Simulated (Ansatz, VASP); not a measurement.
Two plane-wave programs on Si

```
Si
1.0
     0.00000    2.73511    2.73511
     2.73511    0.00000    2.73511
     2.73511    2.73511    0.00000
Si
2
Direct
  0.75000 0.75000 0.75000
  0.50000 0.50000 0.50000
```

Alike in both runs: task single point; functional PBE; k mesh 10 × 10 × 10; occupations gaussian, width 0.02 eV; no spin polarisation.

|  | VASP | Ansatz |
| --- | --- | --- |
| version | VASP 6.6.1 | Ansatz 0.2.0 |
| potentials or method | VASP PAW PBE potentials, release 64 (Si) | scalar-relativistic, plane waves, PAW |
| plane-wave cutoff (eV) | 520 | 420 |
| valence electrons in the cell | 8 | 8 |

```tsv
	VASP	Ansatz	Ansatz less VASP
gap on the k mesh at the Fermi level (eV)	0.62	0.62	-0.002
least direct gap on the mesh (eV)	2.56	2.55	-0.005
```

A k mesh can miss the band edges. A hybrid or GW would open this gap; PBE tends to underestimate it.
